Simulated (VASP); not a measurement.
Data:

```
CELL_PARAMETERS angstrom
      1.30935    -2.26786     0.00000
      1.30935     2.26786     0.00000
      0.00000     0.00000     4.60174
ATOMIC_POSITIONS crystal
  Zn 0.33333 0.66667 0.25000
  Zn 0.66667 0.33333 0.75000
```

The numbers are results of PBEsol GGA, VASP's PBE PAW potentials (set 64) (plane waves; VASP 6.6.1), not measurements. Numerical set-up: 520 eV cut-off, 16×16×8 Γ-centred mesh, first-order Methfessel-Paxton smearing of 0.10 eV, potentials Zn.

### Question
The ions and cell shape at fixed volume are relaxed. Predict the relaxed structure.

### Answer

```
CELL_PARAMETERS angstrom
      1.29284    -2.23927     0.00000
      1.29284     2.23927     0.00000
      0.00000     0.00000     4.71999
ATOMIC_POSITIONS crystal
  Zn 0.33333 0.66667 0.25000
  Zn 0.66667 0.33333 0.75000
```
Space group P6_3/mmc (194), at a tolerance of 0.03 Å.

### Question
How much energy does the relaxation gain?

### Answer
The energy (σ→0) changes by -4.3 meV/atom, in 7 ionic steps.

```json
[
 {"step": "1", "E(σ→0) (eV)": "-3.1624", "max force (eV/Å)": "0.000", "pressure (GPa)": "3.25", "volume (Å³)": "27.33"},
 {"step": "2", "E(σ→0) (eV)": "-3.1679", "max force (eV/Å)": "0.000", "pressure (GPa)": "3.40", "volume (Å³)": "27.33"},
 {"step": "3", "E(σ→0) (eV)": "-3.1699", "max force (eV/Å)": "0.000", "pressure (GPa)": "3.63", "volume (Å³)": "27.33"},
 {"step": "4", "E(σ→0) (eV)": "-3.1700", "max force (eV/Å)": "0.000", "pressure (GPa)": "4.19", "volume (Å³)": "27.33"},
 {"step": "5", "E(σ→0) (eV)": "-3.1709", "max force (eV/Å)": "0.000", "pressure (GPa)": "3.82", "volume (Å³)": "27.33"},
 {"step": "6", "E(σ→0) (eV)": "-3.1710", "max force (eV/Å)": "0.000", "pressure (GPa)": "3.96", "volume (Å³)": "27.33"},
 {"step": "7", "E(σ→0) (eV)": "-3.1710", "max force (eV/Å)": "0.000", "pressure (GPa)": "3.93", "volume (Å³)": "27.33"}
]
```

The compound is Zn in the hcp structure. This cell is one point of a volume scan, at 0.97 of the reference volume. Symmetry was kept, so distortions that lower it aren't found.
